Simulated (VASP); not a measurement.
An input for Quantum ESPRESSO's pw.x (written as the equivalent of a VASP run, and not itself run):

```
&CONTROL
  calculation = 'scf'
  pseudo_dir = './pseudo'
  outdir = './out'
  tprnfor = .true.
  tstress = .true.
/
&SYSTEM
  ibrav = 0
  nat = 4
  ntyp = 2
  ecutwfc = 84
  occupations = 'smearing'
  smearing = 'gaussian'
  degauss = 0.003675
  input_dft = 'pbe'
/
&ELECTRONS
  conv_thr = 7.3e-08
  electron_maxstep = 100
/
ATOMIC_SPECIES
  Ga 69.723 Ga.upf
  N 14.007 N.upf
CELL_PARAMETERS angstrom
     1.6005510   -2.7878760    0.0000000
     1.6005510    2.7878760    0.0000000
     0.0000000    0.0000000    5.2463900
ATOMIC_POSITIONS crystal
  Ga   0.6666670  0.3333330  0.5000000
  Ga   0.3333330  0.6666670  0.0000000
  N    0.6666670  0.3333330  0.8770000
  N    0.3597310  0.6930650  0.3770000
K_POINTS automatic
  7 7 4 0 0 0
```

Task: Translate this input to VASP (INCAR, KPOINTS, POSCAR, choice of POTCAR).

Result: Several could match; the one computed here: 
**INCAR**
```
! general
SYSTEM =GaN
PREC   =Accurate
ENCUT  =520
LREAL  =.FALSE.
LASPH  =.TRUE.

! electronic loop
EDIFF  =1E-6
NELM   =100
ALGO   =Normal
LMAXMIX=4

! smearing
ISMEAR =0
SIGMA  =0.05

! functional
GGA    =PE

! ions
ISIF   =2

! output
LWAVE  =.FALSE.
LCHARG =.FALSE.
```

KPOINTS:
```
Automatic mesh
0
Gamma
7 7 4
0 0 0
```

### POSCAR
```
GaN
1
    1.6005510000    -2.7878760000     0.0000000000
    1.6005510000     2.7878760000     0.0000000000
    0.0000000000     0.0000000000     5.2463900000
Ga N
2 2
Direct
  0.6666670000   0.3333330000   0.5000000000
  0.3333330000   0.6666670000   0.0000000000
  0.6666670000   0.3333330000   0.8770000000
  0.3597310000   0.6930650000   0.3770000000
```

POTCAR, in this order: Ga_d N (PBE.64 set). Program: vasp_std.

The two are equivalent in intent, not identical: the potentials are each code's own (VASP's PAW set, PseudoDojo norm-conserving files in pw.x), so ENCUT and ecutwfc are chosen apart and not converted; conv_thr bounds pw.x's estimated SCF error, while EDIFF bounds the energy change between steps.

The compound is GaN in the wurtzite structure. The cell was not relaxed at this level, atoms are displaced from their ideal sites.
